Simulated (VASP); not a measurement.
Here is the system:

```
Mg
1.0
    1.59153    -2.70053     0.00000
    1.59153     2.70053     0.00000
    0.00000     0.00000     5.12082
Mg
2
Cartesian
  1.59153   0.90018   1.28020
  1.67169  -0.90018   3.84061
```

Level of theory: PBE GGA, VASP's PBE PAW potentials (set 64) (plane waves; VASP). Numerical set-up: 400 eV cut-off, 7×7×4 Monkhorst-Pack mesh, first-order Methfessel-Paxton smearing of 0.10 eV, potentials Mg.

Gaps are read on the run's mesh, which can miss a band edge.

### Question
Predict the energy per atom (σ→0), pressure, largest force, band gap (on the k-mesh) with the smallest direct gap where there is one.

### Answer

The band gap (on the k-mesh) is none (metal, semimetal or under 0.01 eV). The energy per atom (σ→0) is -1.489 eV/atom and the pressure is 1.57 GPa. The largest force comes out as 0.060 eV/Å.

The absolute energy has meaning only against runs of the same code, potentials and settings.

The compound is Mg in the hcp structure. The cell was not relaxed at this level, atoms are displaced from their ideal sites. The k-mesh is coarse (spacing up to 0.33 per Å, 2π included), so the numbers may not be converged in it. The run is one of a series of settings (KPOINTS 7×7×4 Monkhorst-Pack mesh against the base run), some of them coarse on purpose.
